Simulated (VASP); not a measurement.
Consider the following.

```
CELL_PARAMETERS angstrom
      0.00000     2.35000     2.35000
      2.35000     0.00000     2.35000
      2.35000     2.35000     0.00000
ATOMIC_POSITIONS crystal
  Zr 0.00000 0.00000 0.00000
  C  0.50000 0.50000 0.50000
```

All values below come from PBE GGA with D3 dispersion (zero damping), VASP's PBE PAW potentials (set 64) (plane waves; VASP). Run with 520 eV cut-off, 12×12×12 Γ-centred mesh, first-order Methfessel-Paxton smearing of 0.10 eV, potentials Zr_sv C.

The ions, cell shape and volume are relaxed. Give the cell that the relaxation ends in.

```
CELL_PARAMETERS angstrom
      0.00000     2.34070     2.34070
      2.34070     0.00000     2.34070
      2.34070     2.34070     0.00000
ATOMIC_POSITIONS crystal
  Zr 0.00000 0.00000 0.00000
  C  0.50000 0.50000 0.50000
```
Space group Fm-3m (225), at a tolerance of 0.03 Å.

How do energy and volume change from the first to the last step?

The energy (σ→0) changes by -1.3 meV/atom and the volume by -1.2 %, in 3 ionic steps.

The compound is ZrC in the rock salt structure. This run relaxes it. Symmetry was kept, so distortions that lower it aren't found.
